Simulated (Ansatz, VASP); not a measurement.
# Co (Cobalt) in two plane-wave programs, part 2 of 2

Wanted: the spread between two codes on one cell, functional and k mesh. The cell is taken from a series of runs on this material, whose earlier steps may have relaxed, scaled, displaced or heated it; both programs get it as it stands.

VASP 6.6.1 and Ansatz 0.2.0.

So far: Set-up; Ansatz: relaxation of cell and atoms, PBE.

## (3) VASP: relaxation of cell and atoms, PBE

Level of this step: PBE, spin-polarised from a ferromagnetic start; plane waves and PAW (Co) (VASP).

The same cell, functional, mesh and smearing now go to VASP, with its own data sets.

Lines of VASP's logs that name or quote its potential files are left out, and so is its time.

INCAR reads:

```
SYSTEM = Co
PREC = Accurate
ENCUT = 600
EDIFF = 1E-07
NELM = 200
ISMEAR = 0
SIGMA = 0.15
LREAL = .FALSE.
ALGO = Normal
GGA = PE
NBANDS = 18
ISPIN = 2
MAGMOM = 1.7 1.7
LASPH = .TRUE.
LMAXMIX = 4
LORBIT = 11
LWAVE = .FALSE.
LCHARG = .FALSE.
ISIF = 3
IBRION = 2
NSW = 80
EDIFFG = -0.005
GGA_COMPAT = .FALSE.
NELMIN = 4
```

POSCAR reads:

```
Co
1.0
    2.4947400000      0.0000000000      0.0000000000
   -1.2473700000      2.1605080000      0.0000000000
    0.0000000000      0.0000000000      4.0350830000
Co
2
Direct
    0.3333334105      0.6666668210      0.2500000620
    0.6666665895      0.3333331790      0.7499999380
```

KPOINTS reads:

```
Automatic mesh
0
Gamma
15 15 8
0 0 0
```

The projector-augmented-wave data sets are Co (PBE family, release 64).

Launch:

```console
$ mpirun -np 1 vasp_std
```

Numbers of over 12 decimals in the logs are rounded to 6 here.

The log of the run:

```text
[banner, memory and clock lines left out]
running    1 mpi-ranks, on    1 nodes
 distrk:  each k-point on    1 cores,    1 groups
 distr:  one band on    1 cores,    1 groups

 POSCAR found type information on POSCAR Co
 POSCAR found :  1 types and       2 ions
 LDA part: xc-table for (Slater+PW92), standard interpolation
 POSCAR, INCAR and KPOINTS ok, starting setup
 FFT: planning ... GRIDC
 FFT: planning ... GRID_SOFT
 FFT: planning ... GRID
 WAVECAR not read
 entering main loop
       N       E                     dE             d eps       ncg     rms          rms(c)
DAV:   1     0.869655876360E+02    0.86966E+02   -0.88855E+03 10064   0.147E+03
DAV:   2    -0.124551268383E+02   -0.99421E+02   -0.90159E+02  9748   0.238E+02
DAV:   3    -0.161520283698E+02   -0.36969E+01   -0.35521E+01 10734   0.591E+01
DAV:   4    -0.162074932694E+02   -0.55465E-01   -0.55429E-01 12278   0.608E+00
DAV:   5    -0.162089006579E+02   -0.14074E-02   -0.14073E-02 11208   0.898E-01    0.148E+01
DAV:   6    -0.145208617638E+02    0.16880E+01   -0.92553E+00 10368   0.632E+01    0.728E+00
DAV:   7    -0.141125918470E+02    0.40827E+00   -0.14391E+00 11292   0.233E+01    0.382E+00
DAV:   8    -0.140969574204E+02    0.15634E-01   -0.19059E-02 12698   0.146E+00    0.186E+00
DAV:   9    -0.140813684644E+02    0.15589E-01   -0.39539E-03 14970   0.113E+00    0.600E-01
DAV:  10    -0.140818379825E+02   -0.46952E-03   -0.69410E-04 13664   0.370E-01    0.260E-01
DAV:  11    -0.140817800301E+02    0.57952E-04   -0.18416E-04 13762   0.211E-01    0.275E-02
DAV:  12    -0.140817771549E+02    0.28752E-05   -0.12238E-05 10222   0.302E-02    0.151E-02
DAV:  13    -0.140817764915E+02    0.66345E-06   -0.20840E-06 14516   0.179E-02    0.868E-03
DAV:  14    -0.140817767099E+02   -0.21840E-06   -0.41227E-07 10664   0.628E-03    0.318E-03
DAV:  15    -0.140817764112E+02    0.29864E-06   -0.32700E-08  5296   0.330E-03    0.128E-03
DAV:  16    -0.140817764249E+02   -0.13639E-07   -0.99275E-09  5160   0.149E-03
   1 F= -.14081776E+02 E0= -.14072243E+02  d E =-.140818E+02  mag=     3.2471
 curvature:   0.00 expect dE= 0.000E+00 dE for cont linesearch  0.000E+00
 trial: gam= 0.00000 g(F)=  0.277E-42 g(S)=  0.818E-03 ort = 0.000E+00 (trialstep = 0.100E+01)
 search vector abs. value=  0.818E-03
 bond charge predicted
       N       E                     dE             d eps       ncg     rms          rms(c)
DAV:   1    -0.140948419771E+02   -0.13066E-01   -0.11382E-01 10300   0.601E+00    0.921E-01
DAV:   2    -0.140845861414E+02    0.10256E-01   -0.41236E-02 10418   0.428E+00    0.606E-01
DAV:   3    -0.140821035763E+02    0.24826E-02   -0.52251E-03 10370   0.147E+00    0.249E-01
DAV:   4    -0.140819265077E+02    0.17707E-03   -0.88854E-05 11896   0.111E-01    0.886E-02
DAV:   5    -0.140817686698E+02    0.15784E-03   -0.33077E-05 14756   0.736E-02    0.164E-02
DAV:   6    -0.140817684635E+02    0.20627E-06   -0.39823E-06 12098   0.197E-02    0.671E-03
DAV:   7    -0.140817681859E+02    0.27757E-06   -0.40154E-07 10574   0.815E-03    0.271E-03
DAV:   8    -0.140817677703E+02    0.41562E-06   -0.20671E-08  5136   0.157E-03    0.369E-04
DAV:   9    -0.140817677868E+02   -0.16526E-07   -0.21037E-09  5060   0.574E-04
   2 F= -.14081768E+02 E0= -.14072250E+02  d E =0.863802E-05  mag=     3.2369
 trial-energy change:    0.000009  1 .order    0.000026   -0.000818    0.000870
 step:   0.5000(harm=  0.4846)  dis= 0.00000  next Energy=   -14.081983 (dE=-0.207E-03)
 bond charge predicted
       N       E                     dE             d eps       ncg     rms          rms(c)
DAV:   1    -0.140852653506E+02   -0.34976E-02   -0.28592E-02 10294   0.303E+00    0.458E-01
DAV:   2    -0.140826980754E+02    0.25673E-02   -0.10436E-02 10426   0.214E+00    0.302E-01
DAV:   3    -0.140820707457E+02    0.62733E-03   -0.13028E-03 10356   0.737E-01    0.125E-01
DAV:   4    -0.140820249421E+02    0.45804E-04   -0.22580E-05 11730   0.556E-02    0.448E-02
DAV:   5    -0.140819822724E+02    0.42670E-04   -0.87651E-06 14750   0.375E-02    0.780E-03
DAV:   6    -0.140819831240E+02   -0.85157E-06   -0.87902E-07 11642   0.915E-03    0.308E-03
DAV:   7    -0.140819832972E+02   -0.17326E-06   -0.97359E-08  5836   0.417E-03    0.151E-03
DAV:   8    -0.140819835375E+02   -0.24029E-06   -0.90992E-09  5004   0.999E-04    0.196E-04
DAV:   9    -0.140819835330E+02    0.44565E-08   -0.12248E-09  4976   0.406E-04
   3 F= -.14081984E+02 E0= -.14072458E+02  d E =-.207108E-03  mag=     3.2421
 curvature:  -0.24 expect dE=-0.120E-05 dE for cont linesearch -0.170E-06
 trial: gam= 0.03534 g(F)=  0.425E-46 g(S)=  0.494E-05 ort =-0.240E-04 (trialstep = 0.900E+00)
 search vector abs. value=  0.427E-05
 reached required accuracy - stopping structural energy minimisation
```

OUTCAR, selected parts (step 3):

```text
ion  position               nearest neighbor table
   1  0.333  0.667  0.250-   2 2.48   2 2.48   2 2.48   2 2.48   2 2.48   2 2.48
   2  0.667  0.333  0.750-   1 2.48   1 2.48   1 2.48   1 2.48   1 2.48   1 2.48

  LATTYP: Found a hexagonal cell.
 ALAT       =     2.4947400000
 C/A-ratio  =     1.6174362859

 Subroutine GETGRP returns: Found 24 space group operations
 (whereof 12 operations were pure point group operations)

The static configuration has the point symmetry D_3d.
 The point group associated with its full space group is D_6h.

 Found    135 irreducible k-points:

   k-points           NKPTS =    135   k-points in BZ     NKDIM =    135   number of bands    NBANDS=     18

   dimension x,y,z NGX =    20 NGY =   20 NGZ =   32
   dimension x,y,z NGXF=    40 NGYF=   40 NGZF=   64

   ENCUT  =  600.0 eV  44.10 Ry    6.64 a.u.   4.98  4.98  8.06*2*pi/ulx,y,z

   NELECT =      18.0000    total number of electrons

 k-points in reciprocal lattice and weights: Automatic mesh
   0.00000000  0.00000000  0.00000000       0.001
   0.06666667  0.00000000  0.00000000       0.003
   0.13333333  0.00000000  0.00000000       0.003
   0.20000000  0.00000000  0.00000000       0.003
   0.26666667  0.00000000  0.00000000       0.003
   0.33333333  0.00000000  0.00000000       0.003
   0.40000000  0.00000000  0.00000000       0.003
   0.46666667  0.00000000  0.00000000       0.003
   0.06666667  0.06666667  0.00000000       0.003
[...]
0.33333333  0.26666667  0.50000000       0.007
   0.33333333  0.33333333  0.50000000       0.001

 average (electrostatic) potential at core
       1 -78.2732       2 -78.2732

 E-fermi :  10.2685

 spin component 1
 k-point     1 :       0.0000    0.0000    0.0000
  band No.  band energies     occupation
    ...
      8       8.3355      1.00000
      9       8.3355      1.00000
     10       9.4369      1.00000
     11       9.4369      1.00000
     12      10.2032      0.73097
     13      16.6416      0.00000
     14      32.2643      0.00000
     15      34.8393      0.00000
     16      34.8393      0.00000
     17      35.3737      0.00000
    ...

 k-point     2 :       0.0667    0.0000    0.0000
  band No.  band energies     occupation
    ...
      7       8.0567      1.00000
      8       8.2511      1.00000
      9       8.2894      1.00000
     10       8.8375      1.00000
     11       9.4568      1.00000
     12      10.9928      0.00000
     13      16.6685      0.00000
     14      31.0750      0.00000
     15      33.0107      0.00000
     16      33.2200      0.00000
    ...

 k-point     3 :       0.1333    0.0000    0.0000
  band No.  band energies     occupation
    ...
      7       8.0399      1.00000
      8       8.1682      1.00000
      9       8.2421      1.00000
     10       8.3971      1.00000
     11       9.5040      1.00000
     12      12.2037      0.00000
     13      16.7583      0.00000
     14      28.1372      0.00000
     15      31.2479      0.00000
     16      32.1614      0.00000
    ...

 k-point     4 :       0.2000    0.0000    0.0000
  band No.  band energies     occupation
    ...
      7       8.2177      1.00000
      8       8.2863      1.00000
      9       8.3096      1.00000
     10       8.5242      1.00000
     11       9.5568      1.00000
     12      13.5632      0.00000
     13      16.9331      0.00000
     14      25.0601      0.00000
     15      29.4462      0.00000
     16      31.4030      0.00000
    ...

 k-point     5 :       0.2667    0.0000    0.0000
  band No.  band energies     occupation
    ...
      7       8.0623      1.00000
      8       8.6772      1.00000
      9       8.7020      1.00000
     10       8.8644      1.00000
     11       9.6012      1.00000
     12      15.0432      0.00000
     13      17.1891      0.00000
     14      22.1918      0.00000
     15      27.8760      0.00000
     16      29.6864      0.00000
    ...

 k-point     6 :       0.3333    0.0000    0.0000
  band No.  band energies     occupation
    ...
      7       7.9236      1.00000
      8       9.0693      1.00000
      9       9.2135      1.00000
     10       9.2771      1.00000
     11       9.6326      1.00000
     12      16.6221      0.00000
     13      17.2039      0.00000
     14      20.0019      0.00000
     15      26.5960      0.00000
     16      27.2516      0.00000
    ...

  Total        0.0089961      0.0089961     -0.0065633     -0.0000000      0.0000000      0.0000000
  in kB        0.6652646      0.6652645     -0.4853582     -0.0000000      0.0000000      0.0000000
  external PRESSURE =       0.2817236 kB  Pullay stress =       0.0000000 kB

  energy-cutoff  :      600.00
  volume of cell :       21.67
      direct lattice vectors                 reciprocal lattice vectors
     2.491764543 -0.000000000  0.000000000     0.401322028  0.231703404 -0.000000000
    -1.245882271  2.157931179  0.000000000     0.000000000  0.463406808 -0.000000000
     0.000000000  0.000000000  4.029254165     0.000000000  0.000000000  0.248184890

 POSITION                                       TOTAL-FORCE (eV/Angst)
 -----------------------------------------------------------------------------------
      0.00000      1.43862      1.00731         0.000000     -0.000000      0.000000
      1.24588      0.71931      3.02194        -0.000000      0.000000      0.000000
 -----------------------------------------------------------------------------------
    total drift:                                0.000000      0.000004     -0.000001

  FREE ENERGIE OF THE ION-ELECTRON SYSTEM (eV)
  ---------------------------------------------------
  free  energy   TOTEN  =       -14.0819835330 eV

  energy  without entropy=      -14.0629316778  energy(sigma->0) =      -14.07245761

 reached required accuracy - stopping structural energy minimisation

 total charge
# of ion       s       p       d       tot
------------------------------------------
    1        0.490   0.523   7.263   8.276
    2        0.490   0.523   7.263   8.276
--------------------------------------------------
tot          0.979   1.045  14.527  16.552

 magnetization (x)
# of ion       s       p       d       tot
------------------------------------------
    1       -0.014  -0.053   1.708   1.640
    2       -0.014  -0.053   1.708   1.640
--------------------------------------------------
tot         -0.029  -0.107   3.416   3.280

[... 6 further parts left out ...]
```

CONTCAR:

```
Co
   1.00000000000000
     2.4917645428252806   -0.0000000000000000    0.0000000000000000
    -1.2458822714126403    2.1579311792711020    0.0000000000000000
     0.0000000000000000    0.0000000000000000    4.0292541651091813
  Co
     2
Direct
     0.3333334105000034    0.6666668209999997    0.2500000619999980
     0.6666665894999966    0.3333331790000003    0.7499999380000020
```

The magnetic state follows from one typed start and may not be the lowest.

## (4) Side by side

Known differences besides the potentials themselves: VASP starts from the moments at which Ansatz ended; the data sets hold 34 valence electrons in Ansatz (on its default PAW (the set named soft_2) files) and 18 in VASP; the cutoff is 420 eV in Ansatz and 600 eV in VASP; Ansatz adds a Pulay correction to the stress that steers its cell, VASP none; site moments are counted in spheres of each program's own size. Total energies have different zeros and are not compared.

Compared:

| quantity | Ansatz | VASP | difference |
| --- | --- | --- | --- |
| volume (Å³) | 21.75 | 21.67 | +0.38 % |
| edge a after relaxation, in the typed setting (Å) | 2.495 | 2.492 | +0.11 % |
| edge c after relaxation, in the typed setting (Å) | 4.035 | 4.029 | +0.15 % |
| total moment (μB) | 3.26 | 3.24 | +0.02 |
| moment on Co1 (μB) | 1.71 | 1.64 | +0.07 |
| moment on Co2 (μB) | 1.71 | 1.64 | +0.07 |

## (5) Summary of results

| Item | Value |
| --- | --- |
| difference in volume (relaxation of cell and atoms, PBE) | 0.38 % |

**Reading.** The difference in volume is 0.38 % (relaxation of cell and atoms, PBE), within the 1.2 % picked in this series as the mark of a large difference, as far as the stopping tolerances let one tell. The data sets hold unlike numbers of valence electrons (34 in Ansatz and 18 in VASP), so part of the differences comes from the potentials. Such differences can come from data sets, numerical settings and the points named under the comparisons, not from the functional's error against experiment.

[Lines on the potential files, build, host, timing and source positions are cut from VASP's logs without a mark.]

[Logs are printed without paths, hosts, clocks, repeated set-up lines and the standing remarks that a program may print on its own settings, such as how far it seeks lower states.]

[Hosts, paths, dates, database ids (printed as entryN), source tags and the programs' standing remarks are cut or masked in the printed files.]
